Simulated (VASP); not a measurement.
Input:

```
CELL_PARAMETERS angstrom
      5.41372     0.00000     0.00000
      0.00000     5.41372     0.00000
      0.00000     0.00000     5.41372
ATOMIC_POSITIONS crystal
  Be 0.75000 0.75000 0.75000
  Be 0.75000 0.25000 0.25000
  Be 0.25000 0.75000 0.25000
  Be 0.25000 0.25000 0.75000
  Si 0.00000 0.00000 0.00000
  Si 0.50000 0.50000 0.50000
```

Level of theory: PBE GGA, VASP's PBE PAW potentials (set 64) (plane waves; VASP). Settings: 300 eV cut-off, 3×3×3 Γ-centred mesh, Gaussian smearing of 0.14 eV, potentials Be Si.

At this cut-off the stress carries a Pulay error, which pulls relaxed volumes low.

Task: Give the stress tensor in GPa (positive for a compressed cell).

Result: 
```
-8.08   0.00   0.00
 0.00  -8.08   0.00
 0.00   0.00  -8.08
```
The pressure is its mean diagonal, -8.08 GPa.

The structure was generated: Be2Si was put into an ordered model structure, which need not be its known phase. The cell was not relaxed at this level.
